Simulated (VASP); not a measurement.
An input for Ansatz (written as the equivalent of a VASP run, and not itself run):

Ansatz 0.2 input:
```yaml
crystal:
  lattice:
    - [0.0000000, 2.8713000, 2.8713000]
    - [2.8713000, 0.0000000, 2.8713000]
    - [2.8713000, 2.8713000, 0.0000000]
  atoms:
    - { symbol: Be, position: [0.0000000, 0.0000000, 0.0000000] }
    - { symbol: Te, position: [0.2500000, 0.2500000, 0.2500000] }
kpoints:
  mp_grid: { grid: [9, 9, 9] }
hamiltonian:
  xc: pbe
  pseudopotentials: { kind: paw }
scf:
  occupations: { method: gaussian, width: 0.05 }
  max_iter: 100
output: { forces: true, stress: true, eigenvalues: true }
```

### Question
Translate this input to VASP (INCAR, KPOINTS, POSCAR, choice of POTCAR).

### Answer
One answer among several that fit: 
### INCAR
```
SYSTEM = BeTe
PREC = Accurate
ENCUT = 400
EDIFF = 1E-6
NELM = 100
ALGO = Normal
LREAL = .FALSE.
LASPH = .TRUE.
ISMEAR = 0
SIGMA = 0.05
GGA = PE
LMAXMIX = 4
LWAVE = .FALSE.
LCHARG = .FALSE.
ISIF = 2
```

**KPOINTS**
```
Automatic mesh
0
Monkhorst-Pack
9 9 9
0 0 0
```

POSCAR:
```
BeTe
5.74260
  0.0000000000   0.5000000000   0.5000000000
  0.5000000000   0.0000000000   0.5000000000
  0.5000000000   0.5000000000   0.0000000000
Be Te
1 1
Direct
  0.0000000000   0.0000000000   0.0000000000
  0.2500000000   0.2500000000   0.2500000000
```

POTCAR, in this order: Be Te (PBE.64 set). Program: vasp_std.

Limits of the translation: each code has its own PAW files, so the cut-off isn't converted (ENCUT is set for VASP's; basis.ecutwfc is left out, and Ansatz then takes the one that its files recommend); Ansatz stops its SCF on the density residual and VASP on the energy change (EDIFF).

The compound is BeTe in the zinc blende structure. The cell was not relaxed at this level. The run is one of a series of settings (KPOINTS 9×9×9 Monkhorst-Pack mesh against the base run), some of them coarse on purpose.
